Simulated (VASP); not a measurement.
Computed with PBEsol GGA, VASP's PBE PAW potentials (set 64) (plane waves; VASP).

VASP input:

**INCAR**
```
SYSTEM = AuAl2(111) slab
PREC = Normal
ENCUT = 400
EDIFF = 1E-5
NELM = 100
ALGO = Normal
LREAL = .FALSE.
LASPH = .TRUE.
ISMEAR = 1
SIGMA = 0.1
GGA = PS
LMAXMIX = 6
LWAVE = .TRUE.
LCHARG = .FALSE.
NELMIN = 4
LDIPOL = .TRUE.
IDIPOL = 3
DIPOL = 0.5 0.5 0.5
IBRION = 2
ISIF = 2
NSW = 50
EDIFFG = -0.03
```

**KPOINTS**
```
Automatic mesh
0
G
  8 8 1
0 0 0
```

File POSCAR:
```
AuAl2(111) slab
1
    4.2385241058     0.0000000000     0.0000000000
   -2.1192615534     3.6706696649    -0.0000000000
   -0.0000000000    -0.0000000000    25.3676652925
Al Au
6 3
Direct
  0.6666670000   0.3333330000   0.3294710000
  0.3333330000   0.6666670000   0.4658940000
  0.0000000000   0.0000000000   0.3976830000
  0.0000000000   0.0000000000   0.6023170000
  0.6666670000   0.3333330000   0.5341060000
  0.3333330000   0.6666670000   0.6705290000
  0.3333330000   0.6666670000   0.3635770000
  0.0000000000   0.0000000000   0.5000000000
  0.6666670000   0.3333330000   0.6364230000
```

POTCAR, in this order: Al Au (PBE.64 set). Program: vasp_std.

Unless said otherwise, spin-orbit coupling is left out, though it shifts the bands of the heavy elements here.

What does the run give for the energy per atom (σ→0), band gap (on the k-mesh)?

The energy per atom (σ→0) is -4.229 eV/atom and the band gap (on the k-mesh) is none (metal, semimetal or under 0.01 eV).

**OSZICAR**
```
...
   6 F= -.38059722E+02 E0= -.38059848E+02  d E =-.153626E-02
       N       E                     dE             d eps       ncg     rms          rms(c)
DAV:   1    -0.380589258531E+02    0.79500E-03   -0.25859E+00   600   0.748E+00    0.155E-01
DAV:   2    -0.380615763830E+02   -0.26505E-02   -0.31106E-02   762   0.116E+00    0.145E-01
DAV:   3    -0.380613139410E+02    0.26244E-03   -0.91981E-04   760   0.194E-01    0.104E-01
DAV:   4    -0.380610536901E+02    0.26025E-03   -0.82729E-04   720   0.144E-01    0.275E-02
DAV:   5    -0.380610544737E+02   -0.78367E-06   -0.35673E-05   644   0.354E-02
   7 F= -.38061054E+02 E0= -.38061594E+02  d E =-.286906E-02
```

The cell is a thin slab with vacuum, built from AuAl2 (fluorite): (111) face.
